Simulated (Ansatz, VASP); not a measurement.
# Cross-check of Ga2O3 between VASP and Ansatz

One calculation is typed for both programs; each brings its own data sets. How far apart do they land? The structure shown is frame 44 of Ansatz's trajectory.

Program: Ansatz 0.2.0. Level of theory: plane waves, with VASP 6.6.1 beside it; single point at PBE. Results are calculated unless marked as measured.

**1. The starting structure**

The cell holds 115 atoms: 46 Ga and 69 O. Its edges and angles: a = 10.555 Å, b = 10.555 Å, c = 10.555 Å, α = 90.0°, β = 90.0°, γ = 90.0°. As first built, before any earlier steps moved the atoms (in the runner's words): 115 atoms (46 Fe, 69 O) placed at random at 4.28 g/cm^3, melted at 4500 K for 20 ps at fixed volume with the Morse and Coulomb pair potential with partial charges (Pedone, Malavasi, Menziani, Cormack and Segre, J. Phys. Chem. B 110, 11780 (2006)). Quenched from 4500 K to 300 K at 10 K/ps and fixed volume, held 20 ps at zero pressure. Then Fe was replaced by Ga (the potential has no terms for the new elements, so the cell is a start for a DFT relaxation).

**2. Ansatz: dynamics, PBE**

Ansatz runs on its default PAW (the set named soft_2) files.

One frame of this run of dynamics is then solved in both programs, so the motion causes no difference.

Input file input.yaml:

```yaml
crystal:
  lattice:
    - [10.5553, 0.0, 0.0]
    - [0.0, 10.5553, 0.0]
    - [0.0, 0.0, 10.5553]
  atoms:
    - { symbol: Ga, position: [0.52074, 0.26244, 0.71057] }
    - { symbol: Ga, position: [0.47628, 0.63838, 0.10148] }
    - { symbol: Ga, position: [0.38574, 0.80436, 0.53906] }
    - { symbol: Ga, position: [0.72916, 0.13996, 0.54772] }
    - { symbol: Ga, position: [0.83088, 0.00459, 0.14864] }
    - { symbol: Ga, position: [0.54338, 0.65551, 0.37458] }
    - { symbol: Ga, position: [0.74952, 0.47499, 0.52425] }
    - { symbol: Ga, position: [0.64171, 0.45437, 0.93717] }
    - { symbol: Ga, position: [0.67584, 0.96956, 0.742] }
    - { symbol: Ga, position: [0.21415, 0.29798, 0.75876] }
    - { symbol: Ga, position: [0.22466, 0.25248, 0.46454] }
    - { symbol: Ga, position: [0.39674, 0.06671, 0.60087] }
    - { symbol: Ga, position: [0.93424, 0.84181, 0.93231] }
    - { symbol: Ga, position: [0.39226, 0.77901, 0.82435] }
    - { symbol: Ga, position: [0.17922, 0.22796, 0.18394] }
    - { symbol: Ga, position: [0.10404, 0.73578, 0.55232] }
    - { symbol: Ga, position: [0.03583, 0.46267, 0.6132] }
    - { symbol: Ga, position: [0.12791, 0.69049, 0.13096] }
    - { symbol: Ga, position: [0.18114, 0.9261, 0.03124] }
    - { symbol: Ga, position: [0.33066, 0.1144, 0.93381] }
    - { symbol: Ga, position: [0.2773, 0.92138, 0.31496] }
    - { symbol: Ga, position: [0.00201, 0.11285, 0.61502] }
    - { symbol: Ga, position: [0.45278, 0.09818, 0.32869] }
    - { symbol: Ga, position: [0.87338, 0.30282, 0.08542] }
    - { symbol: Ga, position: [0.46455, 0.33918, 0.12896] }
    - { symbol: Ga, position: [0.86372, 0.81183, 0.60946] }
    - { symbol: Ga, position: [0.28119, 0.4761, 0.98979] }
    - { symbol: Ga, position: [0.5184, 0.93261, 0.05764] }
    - { symbol: Ga, position: [0.69575, 0.74953, 0.89984] }
    - { symbol: Ga, position: [0.8497, 0.2738, 0.8058] }
[... 79 atom lines left out ...]
    - { symbol: O, position: [0.9974, 0.64592, 0.6977] }
    - { symbol: O, position: [0.59721, 0.01127, 0.90068] }
    - { symbol: O, position: [0.16036, 0.47766, 0.76138] }
    - { symbol: O, position: [0.08959, 0.54225, 0.01011] }
    - { symbol: O, position: [0.14475, 0.3292, 0.59016] }
    - { symbol: O, position: [0.40158, 0.38968, 0.69354] }
kpoints:
  mp_grid: { grid: [1, 1, 1] }
hamiltonian:
  xc: pbe
scf:
  occupations: { method: fixed }
output:
  forces: true
md:
  timestep: 1.0
  n_steps: 132
  ensemble: nve
  temperature: 300
  initial_velocities: maxwell_boltzmann
  seed: 1203
```

The run is started by

```
ansatz run input.yaml --threads 4 --pin off --max-ram 8192MiB --backend cpu --events-out ev --progress --plain --runs-dir out
```

Numbers of over 12 decimals in the logs are rounded to 6 here.

What it wrote:

```text
Warning: md: disabling space-group detection — thermal motion breaks the input geometry's symmetry, so no spatial operation reduces the k-mesh or symmetrises the density; time reversal is kept, so that k and −k are solved as one point where they differ and the mesh holds both, and exact exchange and, on two spinor components, a DFT+U term hold to it where the run has them: on two components no moment then forms, and  [...]
Engine: ansatz 0.2.0, aarch64-unknown-linux-gnu
Pseudopotentials: kind: paw
Pseudopotential: Ga, paw, valence charge 13, recommended cutoff 420 eV (normal), Ga.paw.azcp
Pseudopotential: O, paw, valence charge 6, recommended cutoff 420 eV (normal), O.paw.azcp
Functional definition: PBE
  parameter kappa = 0.804
  parameter beta = 0.066725
  exchange = pbe_x(kappa = kappa, mu = beta*pi^2/3)
  correlation = pbe_c(beta = beta)
Crystal: 115 atoms, lattice volume = 1176.012 Å³
Basis set: ecut = 420 eV, 22983 PW (Γ), exchange–correlation on 144×144×144 points (8 copies of the dense FFT grid, shifted against one another)
Bands: 621, of which v1, the nominal top of the filled ones, is band 506 counted from 1 (505 counted from 0)
Symmetry: 1 space group operations
k-points: 1
Non-local potential: Ga, projectors of the file, l = 0: 2, l = 1: 2, l = 2: 3, l = 3: 1
Non-local potential: O, projectors of the file, l = 0: 2, l = 1: 2, l = 2: 1
PAW form: soft (Blöchl's): semilocal exchange-correlation on the pseudo side does not see the compensation charge
PAW one-centre angular grid: Ga, 590 points (default); XC on 64 Gauss nodes
PAW one-centre angular grid: O, 110 points (default); XC on 64 Gauss nodes
Initial density: superposition of atomic densities (neutral atoms: chi_scale 0, normalization atom), corrected by the library's trained network
Initial wavefunctions: pseudopotential atomic-orbital guess
Functional: x = pbe(κ = 0.804, μ = 0.219515), c = pbe(β = 0.066725)
SCF iter   1: F=—  HF=-213182.755325 eV  |F-HF|=—  |Δ(HF+E_count)|=         —  Δρ=2.99e-3  dr2=1.49e-1  ethr=1.77e-3  ⟨swp⟩=5.0  Hψ=1764  notcnv=0  defer=113
preconditioner: auto → Resta (q_TF=auto, 2.661 Å⁻¹)  ε∞=4.8  [insulator: Δε(μ)=1.371 eV  Ē_g=17.580 eV  n_scr=364 (ndim 8)  ℏωp=34.4 eV  f_vac=0.051  ε∞_Penn≈4.8]
SCF iter   2: F=—  HF=-213182.722814 eV  |F-HF|=—  |Δ(HF+E_count)|=   3.25e-2  Δρ=1.58e-3  dr2=3.02e-2  ethr=1.47e-5  ⟨swp⟩=2.0  Hψ=1182  notcnv=0  defer=113
SCF iter   3: F=—  HF=-213182.721714 eV  |F-HF|=—  |Δ(HF+E_count)|=   1.10e-3  Δρ=6.31e-4  dr2=8.78e-3  ethr=2.99e-6  ⟨swp⟩=3.0  Hψ=994  notcnv=0  defer=113
SCF iter   4: F=—  HF=-213182.720787 eV  |F-HF|=—  |Δ(HF+E_count)|=   9.27e-4  Δρ=2.16e-4  dr2=5.66e-4  ethr=8.68e-7  ⟨swp⟩=3.0  Hψ=747  notcnv=0  defer=113
SCF iter   5: F=—  HF=-213182.720832 eV  |F-HF|=—  |Δ(HF+E_count)|=   4.58e-5  Δρ=1.32e-4  dr2=2.04e-4  ethr=5.60e-8  ⟨swp⟩=2.0  Hψ=1016  notcnv=0  defer=110
SCF iter   6: F=—  HF=-213182.720846 eV  |F-HF|=—  |Δ(HF+E_count)|=   1.38e-5  Δρ=3.50e-5  dr2=2.04e-5  ethr=2.02e-8  ⟨swp⟩=2.0  Hψ=1016  notcnv=0  defer=109
SCF iter   7: F=—  HF=-213182.722586 eV  |F-HF|=—  |Δ(HF+E_count)|=   1.74e-3  Δρ=2.72e-5  dr2=9.63e-6  ethr=2.01e-9  ⟨swp⟩=2.0  Hψ=1122  notcnv=0  defer=109
SCF iter   8: F=—  HF=-213182.722587 eV  |F-HF|=—  |Δ(HF+E_count)|=   7.29e-7  Δρ=7.26e-6  dr2=9.21e-7  ethr=9.52e-10  ⟨swp⟩=2.0  Hψ=991  notcnv=0  defer=109
SCF iter   9: F=—  HF=-213182.722587 eV  |F-HF|=—  |Δ(HF+E_count)|=   5.41e-7  Δρ=5.69e-6  dr2=3.47e-7  ethr=9.10e-11  ⟨swp⟩=2.0  Hψ=1006  notcnv=0  defer=109
SCF iter  10: F=-213182.722587 eV  HF=-213182.722587 eV  |F-HF|=2.35e-8  |Δ(HF+E_count)|=   1.15e-8  Δρ=2.84e-6  dr2=8.93e-8  ethr=9.88e-12  ⟨swp⟩=2.0  Hψ=2145  notcnv=0
SCF 1 converged in 10 iterations: F = -213182.722587 eV  dr2 = 8.93e-8
  greatest PAW one-centre occupation: 0.998 electrons in one spin orbital (limit 2), on the Ga atom at site 39 (counted from 0), in its partial waves of l = 2
md step     0: t =     0.00 fs  T =   300.0 K  F+E_penalty+E_count = -213182.72258733 eV  E_kin = 4.420692 eV  conserved = -213178.30189536 eV  (10 SCF iters)
Initial density: handed on by an earlier stage of this run
Initial wavefunctions: those handed on with the density
[...]
SCF iter   1: F=—  HF=-213182.704281 eV  |F-HF|=—  |Δ(HF+E_count)|=         —  Δρ=1.43e-3  dr2=9.73e-3  ethr=7.62e-7  ⟨swp⟩=2.0  Hψ=2269  notcnv=0  defer=112
[...]
iter 1 solved again at ethr=1.11e-6 eV; its pass at ethr=3.10e-3 eV (dr2=1.12e-2 eV) is discarded
SCF iter   1: F=—  HF=-213184.083646 eV  |F-HF|=—  |Δ(HF+E_count)|=         —  Δρ=1.66e-3  dr2=1.36e-2  ethr=1.11e-6  ⟨swp⟩=3.0  Hψ=2336  notcnv=0  defer=113
preconditioner: auto → Resta (q_TF=auto, 2.661 Å⁻¹)  ε∞=4.8  [insulator: Δε(μ)=1.599 eV  Ē_g=17.630 eV  n_scr=364 (ndim 8)  ℏωp=34.4 eV  f_vac=0.055  ε∞_Penn≈4.8]
SCF iter   2: F=—  HF=-213184.080708 eV  |F-HF|=—  |Δ(HF+E_count)|=   2.94e-3  Δρ=8.05e-4  dr2=3.17e-3  ethr=1.11e-6  ⟨swp⟩=2.0  Hψ=982  notcnv=0  defer=113
SCF iter   3: F=—  HF=-213184.080320 eV  |F-HF|=—  |Δ(HF+E_count)|=   3.88e-4  Δρ=2.75e-4  dr2=6.99e-4  ethr=3.13e-7  ⟨swp⟩=2.0  Hψ=980  notcnv=0  defer=111
SCF iter   4: F=—  HF=-213184.080218 eV  |F-HF|=—  |Δ(HF+E_count)|=   1.02e-4  Δρ=6.68e-5  dr2=5.56e-5  ethr=6.91e-8  ⟨swp⟩=2.0  Hψ=1006  notcnv=0  defer=108
SCF iter   5: F=—  HF=-213184.082150 eV  |F-HF|=—  |Δ(HF+E_count)|=   1.93e-3  Δρ=4.69e-5  dr2=2.10e-5  ethr=5.49e-9  ⟨swp⟩=2.0  Hψ=1019  notcnv=0  defer=108
SCF iter   6: F=—  HF=-213184.082145 eV  |F-HF|=—  |Δ(HF+E_count)|=   4.91e-6  Δρ=8.32e-6  dr2=1.02e-6  ethr=2.07e-9  ⟨swp⟩=2.0  Hψ=1019  notcnv=0  defer=108
SCF iter   7: F=—  HF=-213184.082146 eV  |F-HF|=—  |Δ(HF+E_count)|=   7.82e-7  Δρ=7.16e-6  dr2=5.13e-7  ethr=1.00e-10  ⟨swp⟩=2.0  Hψ=1018  notcnv=0  defer=108
SCF iter   8: F=-213184.082146 eV  HF=-213184.082146 eV  |F-HF|=1.66e-8  |Δ(HF+E_count)|=   5.07e-8  Δρ=1.59e-6  dr2=3.33e-8  ethr=9.88e-12  ⟨swp⟩=3.0  Hψ=2239  notcnv=0
SCF 133 converged in 8 iterations: F = -213184.082146 eV  dr2 = 3.33e-8
md step   132: t =   132.00 fs  T =   392.2 K  F+E_penalty+E_count = -213184.08214589 eV  E_kin = 5.779445 eV  conserved = -213178.30270057 eV  (8 SCF iters)
SCF converged after 8 iterations
Free energy (F): -213184.082146 eV
Harris-Foulkes:  -213184.082146 eV  (|F-HF|=1.66e-8)
Internal energy: -213184.082146 eV  (E = F + TS)
E sigma→0 (E₀):  -213184.082146 eV
Fermi energy:    9.123681 eV
--- Per-component energies (eV) ---
  E_band       = -768.132404
  E_kinetic    = 17538.702284
  E_local      = -108437.211885  (includes V_loc(G=0)·N_el)
  E_nonlocal   = 23253.981004
  E_hartree    = 49063.949679
  E_xc         = -8212.857096
  E_vxc        = -9114.907445  (∫ρ·V_xc dr)
  E_paw        = -102846.520187  (= ΣΔE_a)
  E_vpaw       = -22136.761401  (= ΣTr[D̂ρ^β])
  E_aug_tail   = 0.165058  (compensation charges beyond the density's cutoff)
  E_ewald      = -83544.291004
  E_smearing   = -0.000000  (= −TS)
  E_closure    = 0.000000  (closes the sum)
  Σ components = -213184.082146   (vs F -213184.082146, Δ=0.00e0)
--- Forces (eV/Å), atoms counted from 1 ---
  atom   1  Ga     0.81471138     0.92467783    -0.73723349
  atom   2  Ga    -0.73559742     1.58781650     0.43634544
  atom   3  Ga    -0.34684484    -2.59123242     0.20068343
  atom   4  Ga     0.78764849    -0.14571163     0.45254233
  atom   5  Ga    -1.49436550     0.80691586     0.03801530
  atom   6  Ga    -0.77980519     0.99217842     0.32091516
  atom   7  Ga    -0.40701590    -0.49966027    -0.91843691
  atom   8  Ga     0.07937144    -0.85942144    -1.29798401
  atom   9  Ga     0.22155824    -0.35513235    -0.39097488
  atom  10  Ga    -1.18960163     0.18979227    -1.03106858
  atom  11  Ga     0.13633193    -0.22885614    -0.79296878
  atom  12  Ga    -0.96504376     0.11890860    -0.91691829
  atom  13  Ga    -1.11985015    -0.43381519    -0.56184417
  atom  14  Ga    -0.20629352    -0.91445038     0.01558065
  atom  15  Ga    -0.57266900     0.00123337     0.55261259
  atom  16  Ga    -0.51324425     1.14731946     0.11365942
  atom  17  Ga     0.00866837    -0.80020792     0.16154171
  atom  18  Ga    -0.05550776    -0.58595766     0.91672936
  atom  19  Ga    -0.38965536     0.86827205    -0.54272358
  atom  20  Ga     0.92434629    -0.28955478     1.21570088
  atom  21  Ga    -0.99604815    -1.07900006    -0.16772035
  atom  22  Ga    -0.23455681    -1.71889930    -1.48256037
  atom  23  Ga     1.16316408     0.85083116    -0.06066875
  atom  24  Ga     0.13491686    -0.84740617    -0.46229393
[...]
atom 108  O      0.04206705    -0.31976458    -0.27407055
  atom 109  O     -0.39919018     0.53608645     0.23792739
  atom 110  O     -0.88566340    -0.23745023    -0.04102878
  atom 111  O      0.06820798     0.38963997    -0.03581619
  atom 112  O     -1.27585849    -0.53618767     0.69481181
  atom 113  O     -0.40208874    -0.01838723     0.01846639
  atom 114  O     -0.21750101     0.25686411     0.77247595
  atom 115  O     -0.07500225    -0.61873645     0.96360388
  max |Σ_I F_I| component: 5.76e-5 eV/Å
--- MD trajectory: 132 steps, t = 0.0 → 132.0 fs ---
  final state: T = 392.2 K   F+E_penalty+E_count = -213184.08214589 eV   E_kin = 5.779445 eV
  conserved energy: peak-to-peak 2.546e-3 eV (2.214e-5 eV/atom) over 132.0 fs
```

**3. VASP: single point, PBE**

The same cell, functional and mesh now go to VASP, with its own data sets.

Lines of VASP's logs that name or quote its potential files are left out, and so is its time.

Input file INCAR:

```
SYSTEM = Ga2O3
PREC = Accurate
ENCUT = 520
EDIFF = 1E-06
NELM = 120
ISMEAR = 0
SIGMA = 0.01
LREAL = Auto
ALGO = Normal
GGA = PE
NBANDS = 592
LORBIT = 11
LWAVE = .FALSE.
LCHARG = .FALSE.
ISIF = 2
LASPH = .TRUE.
GGA_COMPAT = .FALSE.
EFERMI = MIDGAP
NCORE = 4
```

Input file POSCAR:

```
Ga2O3
1.0
   10.5553000000      0.0000000000      0.0000000000
    0.0000000000     10.5553000000      0.0000000000
    0.0000000000      0.0000000000     10.5553000000
Ga O
46 69
Direct
    0.5185451858      0.2683391282      0.7162847101
    0.4823643099      0.6456566843      0.1083910453
    0.3745606473      0.7877653880      0.5310791735
    0.7254838801      0.1539510957      0.5579187707
    0.8271863424      0.0092465397      0.1563101001
    0.5421257567      0.6543253152      0.3609845291
    0.7489318162      0.4628954175      0.5206862903
    0.6428618798      0.4506930168      0.9471639840
    0.6794690819      0.9709150853      0.7404716114
    0.2068723769      0.3020852084      0.7576857124
    0.2354457003      0.2552461796      0.4458707948
    0.3876535958      0.0754502477      0.6001155817
    0.9256676741      0.8412361562      0.9547620627
    0.3979896355      0.7793336049      0.8208103986
    0.1797864580      0.2348298959      0.1837560278
    0.1071025930      0.7412579462      0.5622483492
    0.0391462109      0.4743020094      0.6100631910
    0.1352211685      0.6801512037      0.1343590424
    0.1834054930      0.9300067265      0.0284122668
    0.3401134975      0.1215597851      0.9237160479
    0.2830142203      0.9156821691      0.3222646443
    0.0039790437      0.1147480413      0.6120337650
    0.4474434644      0.0947959793      0.3200572224
    0.8754938277      0.2957755819      0.0808030089
    0.4586132085      0.3434862107      0.1258514680
    0.8667209838      0.8023741627      0.6053641299
    0.2683580760      0.4716114180      0.9878449689
    0.5128418899      0.9390922096      0.0489232897
    0.6917283261      0.7483349597      0.9059145642
    0.8419561737      0.2757098330      0.8073005978
[... 79 atom lines left out ...]
    0.9958693737      0.6348753707      0.7058349834
    0.5967523424      0.0110560571      0.8970943507
    0.1716104706      0.4824590490      0.7447727682
    0.1020056275      0.5436036872      0.0005684348
    0.1302284161      0.3118149176      0.5852604853
    0.3931105700      0.3855598609      0.6920409652
```

Input file KPOINTS:

```
Automatic mesh
0
Gamma
1 1 1
0 0 0
```

The projector-augmented-wave data sets are Ga_d and O (PBE family, release 64).

The run is started by

```
mpirun -np 16 vasp_gam
```

What it wrote:

```text
[banner, memory and clock lines left out]
running   16 mpi-ranks, on    1 nodes
[...]
LDA part: xc-table for (Slater+PW92), standard interpolation
 POSCAR, INCAR and KPOINTS ok, starting setup
[...]
entering main loop
       N       E                     dE             d eps       ncg     rms          rms(c)
DAV:   1     0.300358620600E+05    0.30036E+05   -0.34181E+05  1200   0.369E+03
DAV:   2     0.715424470046E+04   -0.22882E+05   -0.21682E+05  1184   0.107E+03
DAV:   3     0.390775296493E+03   -0.67635E+04   -0.63608E+04  1456   0.397E+02
DAV:   4    -0.644652661653E+03   -0.10354E+04   -0.10022E+04  1312   0.160E+02
[...]
DAV:  20    -0.658506338439E+03    0.36327E-05   -0.30576E-05  1280   0.728E-02    0.393E-03
DAV:  21    -0.658506344604E+03   -0.61648E-05   -0.72559E-05  1288   0.228E-02    0.544E-03
DAV:  22    -0.658506344965E+03   -0.36032E-06   -0.56954E-06   968   0.754E-03
   1 F= -.65850634E+03 E0= -.65850634E+03  d E =0.000000E+00
```

OUTCAR, selected parts (step 3):

```text
  Total       76.1978353     84.4790014     85.6719823     -9.7323862    -20.2890047     -4.9306388
  in kB      103.8105453    115.0926554    116.7179509    -13.2592259    -27.6413711     -6.7174126
  external PRESSURE =     111.8737172 kB  Pullay stress =       0.0000000 kB

  FREE ENERGIE OF THE ION-ELECTRON SYSTEM (eV)
  ---------------------------------------------------
  free  energy   TOTEN  =      -658.5063449646 eV

  energy  without entropy=     -658.5063449646  energy(sigma->0) =     -658.50634496

[... 3 further parts left out ...]
[key lines of the parts left out:]
E-fermi :   5.4247
```

The run ends at a pressure of 11.19 GPa, with forces up to 2.6 eV/Å.

**4. Comparison**

Known differences besides the potentials themselves: fixed occupations in Ansatz, narrow Gaussian smearing in VASP; the cutoff is 420 eV in Ansatz and 520 eV in VASP (PREC = Accurate, projectors in real space). Total energies have different zeros and are not compared.

Forces on 10 of the 115 atoms, those with the largest forces and the largest differences (eV/Å; atoms numbered as in POSCAR):

| atom | Ansatz x, y, z | VASP x, y, z |
| --- | --- | --- |
| Ga5 | 1.836, -1.312, 0.675 | 1.845, -1.325, 0.675 |
| Ga26 | 0.245, 2.434, -0.048 | 0.242, 2.440, -0.046 |
| Ga35 | 1.047, 2.387, -0.248 | 1.039, 2.374, -0.271 |
| O49 | -0.673, -0.028, 1.085 | -0.704, -0.086, 1.093 |
| O58 | -0.844, -0.826, -0.132 | -0.874, -0.837, -0.067 |
| O60 | -2.146, 0.504, 0.233 | -2.156, 0.469, 0.241 |
| O81 | -0.100, 0.344, -1.901 | -0.110, 0.379, -1.922 |
| O95 | 2.240, -1.036, -0.820 | 2.209, -1.004, -0.813 |
| O102 | 0.692, -0.314, 0.130 | 0.736, -0.280, 0.089 |
| O107 | -1.527, -0.842, 0.876 | -1.533, -0.833, 0.904 |

The forces differ by 20 meV/Å r.m.s., which is 2.8 % of the r.m.s. force of 0.713 eV/Å (both taken over all components).

**5. Results**

```
r.m.s. force difference (single point, PBE) : 2.8 % of the r.m.s. force
```

In words: The r.m.s. force difference is 2.8 % of the r.m.s. force (single point, PBE), within the 3 % picked in this series as the mark of a large difference. 2 further runs of this series are not shown here. Such differences can come from data sets, numerical settings and the points named under the comparisons, not from the functional's error against experiment.

[Lines on the potential files, build, host, timing and source positions are cut from VASP's logs without a mark.]

[Logs are printed without paths, hosts, clocks, repeated set-up lines and the standing remarks that a program may print on its own settings, such as how far it seeks lower states.]

[Hosts, paths, dates, database ids (printed as entryN), source tags and the programs' standing remarks are cut or masked in the printed files.]
